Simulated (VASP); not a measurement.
For cubic MgS (space group F-43m), PBEsol GGA, VASP's PBE PAW potentials (set 64) in VASP 6.6.1 gives ε∞ = 4.13, a static ε₀ = 6.66 and a transverse optical mode at 334 cm⁻¹.

### Question
Estimate the longitudinal optical frequency at Γ.

### Answer
By the Lyddane-Sachs-Teller relation, ω_LO = ω_TO √(ε₀/ε∞) = 334 × √(6.66/4.13) = 424 cm⁻¹.

The structure comes from a computed database's MgS entry (F-43m); how it stands against other phases isn't given here. It was relaxed first.
